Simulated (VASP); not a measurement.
These are PBE GGA, VASP's PBE PAW potentials (set 64) (plane waves; VASP) values and carry that method's errors.

A VASP calculation is set up with these files.

KPOINTS:
```
Automatic mesh
0
Gamma
3 3 3
0 0 0
```

POSCAR:
```
Cu31Zn
1
    7.2630069094     0.0000000000     0.0000000000
    0.0000000000     7.2630069094    -0.0000000000
   -0.0000000000    -0.0000000000     7.2630069094
Cu Zn
31 1
Direct
  0.5000000000   0.0000000000   0.0000000000
  0.7500000000   0.2500000000   0.0000000000
  0.7500000000   0.0000000000   0.2500000000
  0.0000000000   0.0000000000   0.0000000000
  0.2500000000   0.2500000000   0.0000000000
  0.5000000000   0.5000000000   0.0000000000
  0.7500000000   0.7500000000   0.0000000000
  0.2500000000   0.0000000000   0.2500000000
  0.5042020000   0.2565130000   0.2476870000
  0.7497010000   0.4955530000   0.2555750000
  0.5000000000   0.0000000000   0.5000000000
  0.7513240000   0.2436300000   0.5044960000
  0.7500000000   0.0000000000   0.7500000000
  0.0000000000   0.5000000000   0.0000000000
  0.2500000000   0.7500000000   0.0000000000
  0.0000000000   0.2500000000   0.2500000000
  0.2528240000   0.4936110000   0.2524890000
  0.4988780000   0.7555800000   0.2561660000
  0.0000000000   0.0000000000   0.5000000000
  0.2512090000   0.2476640000   0.4996570000
  0.7550290000   0.7477290000   0.5026420000
  0.2500000000   0.0000000000   0.7500000000
  0.5013510000   0.2560940000   0.7564470000
  0.7547130000   0.5058940000   0.7511660000
  0.0000000000   0.7500000000   0.2500000000
  0.0000000000   0.5000000000   0.5000000000
  0.2497960000   0.7475570000   0.4949790000
  0.0000000000   0.2500000000   0.7500000000
  0.2475970000   0.4945380000   0.7461230000
  0.5022810000   0.7457500000   0.7447620000
  0.0000000000   0.7500000000   0.7500000000
  0.4992130000   0.5031860000   0.5017950000
```

### INCAR
```
ALGO=Fast
EDIFF=1E-5
EDIFFG=-0.03
ENCUT=400
GGA=PE
IBRION=2
ISIF=2
ISMEAR=1
ISYM=0
LASPH=.TRUE.
LCHARG=.FALSE.
LMAXMIX=4
LREAL=Auto
LWAVE=.FALSE.
NELM=100
NELMIN=4
NSW=60
PREC=Normal
SIGMA=0.1
SYSTEM=Cu31Zn
```

POTCAR, in this order: Cu Zn (PBE.64 set). Program: vasp_std.

The resulting files:

File OSZICAR:
```
...
   1 F= -.11673252E+03 E0= -.11672494E+03  d E =-.116733E+03
       N       E                     dE             d eps       ncg     rms          rms(c)
DAV:   1    -0.116758024580E+03   -0.25505E-01   -0.25973E+01  6400   0.121E+01    0.380E-01
RMM:   2    -0.116790674136E+03   -0.32650E-01   -0.35163E-01  5990   0.319E+00    0.469E-01
RMM:   3    -0.116807900375E+03   -0.17226E-01   -0.20396E-01  8271   0.150E+00    0.291E-01
RMM:   4    -0.116807618801E+03    0.28157E-03   -0.87789E-03  8045   0.274E-01    0.260E-01
RMM:   5    -0.116807152078E+03    0.46672E-03   -0.48396E-04  6504   0.914E-02    0.223E-01
RMM:   6    -0.116806261303E+03    0.89077E-03   -0.38674E-03  8373   0.205E-01    0.114E-01
RMM:   7    -0.116806153256E+03    0.10805E-03   -0.60470E-04  5951   0.123E-01    0.773E-02
RMM:   8    -0.116806044994E+03    0.10826E-03   -0.14934E-04  5907   0.589E-02    0.306E-02
RMM:   9    -0.116806035357E+03    0.96365E-05   -0.12507E-04  5890   0.288E-02    0.121E-02
RMM:  10    -0.116806038562E+03   -0.32053E-05   -0.47799E-05  5307   0.260E-02
   2 F= -.11680604E+03 E0= -.11679764E+03  d E =-.735153E-01
       N       E                     dE             d eps       ncg     rms          rms(c)
DAV:   1    -0.116732167711E+03    0.73868E-01   -0.54284E+01  6264   0.175E+01    0.562E-01
RMM:   2    -0.116802758841E+03   -0.70591E-01   -0.75897E-01  5995   0.459E+00    0.748E-01
RMM:   3    -0.116839671772E+03   -0.36913E-01   -0.45119E-01  8247   0.227E+00    0.428E-01
RMM:   4    -0.116839184211E+03    0.48756E-03   -0.20406E-02  8054   0.413E-01    0.381E-01
RMM:   5    -0.116838194153E+03    0.99006E-03   -0.10679E-03  6693   0.129E-01    0.330E-01
RMM:   6    -0.116836221409E+03    0.19727E-02   -0.82266E-03  8389   0.305E-01    0.172E-01
RMM:   7    -0.116836017467E+03    0.20394E-03   -0.14403E-03  5979   0.191E-01    0.118E-01
RMM:   8    -0.116835765316E+03    0.25215E-03   -0.31107E-04  5927   0.856E-02    0.483E-02
RMM:   9    -0.116835737046E+03    0.28270E-04   -0.22838E-04  5963   0.393E-02    0.221E-02
RMM:  10    -0.116835741365E+03   -0.43193E-05   -0.11521E-04  5860   0.395E-02    0.953E-03
RMM:  11    -0.116835741317E+03    0.48378E-07   -0.25607E-05  3482   0.202E-02
   3 F= -.11683574E+03 E0= -.11682668E+03  d E =-.103218E+00
       N       E                     dE             d eps       ncg     rms          rms(c)
DAV:   1    -0.116834646074E+03    0.10953E-02   -0.14621E+00  6296   0.284E+00    0.819E-02
RMM:   2    -0.116836280193E+03   -0.16341E-02   -0.17534E-02  5992   0.731E-01    0.641E-02
RMM:   3    -0.116837189120E+03   -0.90893E-03   -0.97194E-03  8130   0.325E-01    0.695E-02
RMM:   4    -0.116837172800E+03    0.16320E-04   -0.50178E-04  7515   0.678E-02    0.573E-02
RMM:   5    -0.116837152926E+03    0.19874E-04   -0.34875E-05  4200   0.242E-02    0.510E-02
RMM:   6    -0.116837110595E+03    0.42331E-04   -0.22166E-04  7686   0.482E-02    0.271E-02
RMM:   7    -0.116837104919E+03    0.56759E-05   -0.36570E-05  4213   0.302E-02
   4 F= -.11683710E+03 E0= -.11682811E+03  d E =-.104582E+00
       N       E                     dE             d eps       ncg     rms          rms(c)
DAV:   1    -0.116838457083E+03   -0.13465E-02   -0.50896E+00  6288   0.528E+00    0.143E-01
RMM:   2    -0.116844173606E+03   -0.57165E-02   -0.60749E-02  5980   0.135E+00    0.124E-01
RMM:   3    -0.116847358212E+03   -0.31846E-02   -0.34415E-02  8212   0.607E-01    0.120E-01
RMM:   4    -0.116847308053E+03    0.50159E-04   -0.13919E-03  7437   0.107E-01    0.109E-01
RMM:   5    -0.116847236834E+03    0.71219E-04   -0.11952E-04  5651   0.486E-02    0.978E-02
RMM:   6    -0.116847020475E+03    0.21636E-03   -0.79531E-04  8324   0.834E-02    0.391E-02
RMM:   7    -0.116847005485E+03    0.14990E-04   -0.61980E-05  5388   0.380E-02    0.271E-02
RMM:   8    -0.116846994693E+03    0.10792E-04   -0.24411E-05  3472   0.245E-02    0.126E-02
RMM:   9    -0.116846993735E+03    0.95816E-06   -0.25819E-05  3399   0.166E-02
   5 F= -.11684699E+03 E0= -.11683797E+03  d E =-.988882E-02
       N       E                     dE             d eps       ncg     rms          rms(c)
DAV:   1    -0.116836577140E+03    0.10418E-01   -0.76603E+00  6293   0.648E+00    0.178E-01
RMM:   2    -0.116845299065E+03   -0.87219E-02   -0.92598E-02  5983   0.166E+00    0.166E-01
RMM:   3    -0.116850129179E+03   -0.48301E-02   -0.52738E-02  8226   0.754E-01    0.150E-01
RMM:   4    -0.116850053678E+03    0.75501E-04   -0.21075E-03  7580   0.130E-01    0.137E-01
RMM:   5    -0.116849944035E+03    0.10964E-03   -0.16845E-04  5938   0.559E-02    0.124E-01
RMM:   6    -0.116849589466E+03    0.35457E-03   -0.11958E-03  8333   0.103E-01    0.487E-02
RMM:   7    -0.116849571488E+03    0.17978E-04   -0.10244E-04  5845   0.498E-02    0.350E-02
RMM:   8    -0.116849554906E+03    0.16583E-04   -0.34141E-05  3865   0.306E-02    0.168E-02
RMM:   9    -0.116849552630E+03    0.22755E-05   -0.32295E-05  3610   0.176E-02
   6 F= -.11684955E+03 E0= -.11684053E+03  d E =-.124477E-01
       N       E                     dE             d eps       ncg     rms          rms(c)
DAV:   1    -0.116849211104E+03    0.34380E-03   -0.41463E-01  6304   0.151E+00    0.404E-02
RMM:   2    -0.116849668496E+03   -0.45739E-03   -0.48276E-03  5985   0.382E-01    0.303E-02
RMM:   3    -0.116849925172E+03   -0.25668E-03   -0.26958E-03  7958   0.170E-01    0.352E-02
RMM:   4    -0.116849921684E+03    0.34871E-05   -0.14791E-04  6010   0.380E-02    0.280E-02
RMM:   5    -0.116849916391E+03    0.52933E-05   -0.14238E-05  3283   0.176E-02
   7 F= -.11684992E+03 E0= -.11684089E+03  d E =-.128115E-01
       N       E                     dE             d eps       ncg     rms          rms(c)
DAV:   1    -0.116849937254E+03   -0.15569E-04   -0.16461E+00  6274   0.301E+00    0.770E-02
RMM:   2    -0.116851657041E+03   -0.17198E-02   -0.18333E-02  5960   0.740E-01    0.584E-02
RMM:   3    -0.116852641766E+03   -0.98473E-03   -0.10506E-02  8119   0.339E-01    0.694E-02
RMM:   4    -0.116852623592E+03    0.18174E-04   -0.44122E-04  6812   0.618E-02    0.612E-02
RMM:   5    -0.116852592665E+03    0.30927E-04   -0.40017E-05  4541   0.314E-02    0.522E-02
RMM:   6    -0.116852545780E+03    0.46885E-04   -0.35166E-04  8262   0.534E-02    0.334E-02
RMM:   7    -0.116852526241E+03    0.19539E-04   -0.25061E-05  3476   0.210E-02    0.170E-02
RMM:   8    -0.116852522683E+03    0.35586E-05   -0.13961E-05  3301   0.174E-02
   8 F= -.11685252E+03 E0= -.11684353E+03  d E =-.260629E-02
       N       E                     dE             d eps       ncg     rms          rms(c)
DAV:   1    -0.116850038900E+03    0.24873E-02   -0.22464E+00  6277   0.352E+00    0.903E-02
RMM:   2    -0.116852414067E+03   -0.23752E-02   -0.24944E-02  5938   0.866E-01    0.728E-02
RMM:   3    -0.116853753088E+03   -0.13390E-02   -0.14280E-02  8106   0.397E-01    0.797E-02
RMM:   4    -0.116853735321E+03    0.17768E-04   -0.56701E-04  6376   0.702E-02    0.719E-02
RMM:   5    -0.116853697128E+03    0.38193E-04   -0.77508E-05  5438   0.463E-02    0.645E-02
RMM:   6    -0.116853598628E+03    0.98500E-04   -0.37286E-04  8280   0.557E-02    0.272E-02
RMM:   7    -0.116853589689E+03    0.89389E-05   -0.22070E-05  3463   0.221E-02
   9 F= -.11685359E+03 E0= -.11684465E+03  d E =-.367330E-02
       N       E                     dE             d eps       ncg     rms          rms(c)
DAV:   1    -0.116853483004E+03    0.11562E-03   -0.30910E-01  6301   0.131E+00    0.341E-02
RMM:   2    -0.116853818299E+03   -0.33530E-03   -0.34358E-03  5915   0.325E-01    0.306E-02
RMM:   3    -0.116853997257E+03   -0.17896E-03   -0.19043E-03  7769   0.147E-01    0.283E-02
RMM:   4    -0.116853998899E+03   -0.16428E-05   -0.11980E-04  5839   0.354E-02    0.254E-02
RMM:   5    -0.116853990986E+03    0.79131E-05   -0.12113E-05  3280   0.178E-02
  10 F= -.11685399E+03 E0= -.11684502E+03  d E =-.401297E-03
```

File OUTCAR:
```
------------------------ aborting loop because EDIFF is reached ----------------------------------------
  FORCE on cell =-STRESS in cart. coord.  units (eV):
  Direction    XX          YY          ZZ          XY          YZ          ZX
  --------------------------------------------------------------------------------------
  Total        1.6825572      1.6815812      1.6814208     -0.0029098     -0.0036415      0.0070380
  in kB        7.0360846      7.0320030      7.0313322     -0.0121681     -0.0152281      0.0294312
  external PRESSURE =       7.0331400 kB  Pullay stress =       0.0000000 kB
  volume of cell :      383.13
      direct lattice vectors                 reciprocal lattice vectors
     7.263006909  0.000000000  0.000000000     0.137684022  0.000000000  0.000000000
     0.000000000  7.263006909  0.000000000     0.000000000  0.137684022  0.000000000
     0.000000000  0.000000000  7.263006909     0.000000000  0.000000000  0.137684022
 POSITION                                       TOTAL-FORCE (eV/Angst)
 -----------------------------------------------------------------------------------
      3.63617      7.26063      0.00303        -0.003036      0.002092     -0.001096
      5.45519      1.81090      0.00260         0.001665     -0.000806      0.002167
      5.45519      7.26154      1.81449         0.001394      0.000431      0.002103
      0.00438      7.26135      0.00325        -0.001032     -0.002066     -0.001498
      1.81570      1.81146      0.00318         0.001423     -0.005478     -0.002550
      3.63608      3.63011      0.00328        -0.001403      0.002568      0.000582
      5.45522      5.44976      0.00326         0.001766      0.000173     -0.000089
      1.81625      7.26157      1.81400        -0.000520     -0.001096      0.002315
      3.63536      1.80515      1.81014         0.004232      0.003542      0.001604
      5.45918      3.63093      1.81060         0.001415     -0.005497      0.002645
      3.63581      7.26168      3.63520        -0.000932     -0.001378     -0.000359
      5.45875      1.80637      3.63580         0.002140     -0.000338     -0.003586
      5.45509      7.26062      5.45549         0.001161     -0.000503     -0.001977
      0.00436      3.62931      0.00334        -0.001374      0.003043      0.000577
      1.81620      5.45014      0.00380        -0.000855     -0.001585     -0.000967
      0.00381      1.80918      1.81451        -0.001888      0.003195      0.002889
      1.81198      3.62917      1.81103        -0.001309      0.002216     -0.001650
      3.63541      5.45387      1.81219        -0.000258      0.001642     -0.003310
      0.00436      7.26183      3.63477        -0.001122     -0.000761     -0.000792
      1.81245      1.80644      3.63449        -0.001981     -0.002527      0.001611
      5.45990      5.45406      3.63457        -0.000735      0.001333      0.000170
      1.81600      7.26177      5.45485         0.001420     -0.000897      0.000493
      3.63596      1.80684      5.45906        -0.002238      0.000962      0.000589
      5.46010      3.63162      5.45782        -0.000937     -0.005012      0.002641
      0.00455      5.45057      1.81500        -0.000559     -0.002465     -0.002859
      0.00397      3.62926      3.63443         0.001221     -0.002308     -0.000899
      1.81119      5.45394      3.63406         0.001318      0.001298     -0.000877
      0.00414      1.80845      5.45495         0.000229      0.005997     -0.001371
      1.81137      3.63094      5.45879         0.000177     -0.005945     -0.000858
      3.63426      5.45288      5.45764         0.003374      0.003208      0.001724
      0.00451      5.44932      5.45417        -0.000491      0.004185      0.004425
      3.63478      3.62982      3.63388        -0.002263      0.002778     -0.001798
 -----------------------------------------------------------------------------------
    total drift:                               -0.065893      0.026490     -0.050082
  FREE ENERGIE OF THE ION-ELECTRON SYSTEM (eV)
  ---------------------------------------------------
  free  energy   TOTEN  =      -116.8539909863 eV

  energy  without entropy=     -116.8270895368  energy(sigma->0) =     -116.84502384

 reached required accuracy - stopping structural energy minimisation
```
(Selected blocks of OUTCAR.)

**CONTCAR**
```
Cu31Zn
   1.00000000000000
     7.2630069093999996    0.0000000000000000    0.0000000000000000
     0.0000000000000000    7.2630069093999996    0.0000000000000000
     0.0000000000000000    0.0000000000000000    7.2630069093999996
  Cu              Zn
    31     1
Direct
     0.5006428456657563    0.9996723618185398    0.0004170113780834
     0.7510920664623317    0.2493317928370237    0.0003573280669023
     0.7510927015170802    0.9997981518742458    0.2498261153499107
     0.0006032159868553    0.9997720493708607    0.0004480128033586
     0.2499934359045240    0.2494093168463609    0.0004373221460599
     0.5006300598965717    0.4998077033603017    0.0004509977845030
     0.7510968414981647    0.7503441922984104    0.0004488292099753
     0.2500680286355657    0.9998022528687415    0.2497581792450555
     0.5005313643104681    0.2485400142302701    0.2492273991088124
     0.7516422479960780    0.4999212090309267    0.2492911929575428
     0.5005930172604351    0.9998175306083809    0.5005087268110905
     0.7515822885813005    0.2487079133158192    0.5005919265062945
     0.7510786492727891    0.9996718752259715    0.7511335801826488
     0.0006008411237282    0.4996973655468096    0.0004602053316297
     0.2500617916345570    0.7503974920803682    0.0005227800527456
     0.0005238941455583    0.2490951966736769    0.2498296527181820
     0.2494812131884073    0.4996791013080991    0.2493494306784116
     0.5005376435065196    0.7509103195764987    0.2495089221676184
     0.0006008840552843    0.9998385144784094    0.5004503929464383
     0.2495447721811642    0.2487175719338833    0.5004109301774743
     0.7517411665952062    0.7509370960145058    0.5004217433471192
     0.2500335311640625    0.9998291789102292    0.7510463259698211
     0.5006133055367741    0.2487735636189582    0.7516252741167678
     0.7517683144959525    0.5000154743836327    0.7514545578038374
     0.0006268211922784    0.7504557178667747    0.2498963458332495
     0.0005469313885420    0.4996906755404733    0.5004028408734051
     0.2493715637791291    0.7509200574665836    0.5003513589694500
     0.0005694628971258    0.2489951669082944    0.7510595153407956
     0.2493970585682140    0.4999228376159193    0.7515878608308278
     0.5003796039550941    0.7507747821076053    0.7514295034038755
     0.0006206791146542    0.7502842445060822    0.7509523320826192
     0.5004517584898208    0.4997682797773442    0.5003274058054952
```

File OUTCAR:
```
 val. band max:        7.2738116774   @ k =   0.3333  -0.3333   0.3333

 cond. band min:       7.2862729827   @ k =  -0.3333  -0.3333   0.3333


 Fermi energy:         7.2799380843

 k-point     1 :       0.0000    0.0000    0.0000
  band No.  band energies     occupation
      1      -2.0318      2.00000
      2      -0.0091      2.00000
      3      -0.0089      2.00000
      4      -0.0089      2.00000
      5      -0.0035      2.00000
      6      -0.0035      2.00000
      7       0.4332      2.00000
      8       0.7623      2.00000
      9       0.7628      2.00000
     10       0.7632      2.00000
     11       0.9123      2.00000
     12       0.9125      2.00000
     13       2.1804      2.00000
     14       2.3885      2.00000
     15       2.3885      2.00000
     16       2.3886      2.00000
     17       2.4615      2.00000
     18       2.5364      2.00000
     19       2.5865      2.00000
     20       2.5869      2.00000
     21       2.5872      2.00000
     22       2.6067      2.00000
     23       2.6067      2.00000
     24       2.6795      2.00000
     25       2.6798      2.00000
     26       2.6800      2.00000
     27       2.7196      2.00000
     28       2.7198      2.00000
     29       2.7884      2.00000
     30       2.7890      2.00000
     31       2.7891      2.00000
     32       3.0478      2.00000
     33       3.0478      2.00000
     34       3.0479      2.00000
     35       3.2281      2.00000
     36       3.2285      2.00000
     37       3.2288      2.00000
     38       3.2452      2.00000
     39       3.4190      2.00000
     40       3.4192      2.00000
     41       3.6203      2.00000
     42       3.6218      2.00000
     43       3.6219      2.00000
     44       3.6736      2.00000
     45       3.6739      2.00000
     46       3.6739      2.00000
     47       3.7755      2.00000
     48       3.7759      2.00000
     49       3.7762      2.00000
     50       3.8267      2.00000
     51       3.8290      2.00000
...
```

The cell is a supercell with a defect, built from Cu (fcc): Zn_Cu. The run is not spin-polarised, so no state with unpaired spins was tried.
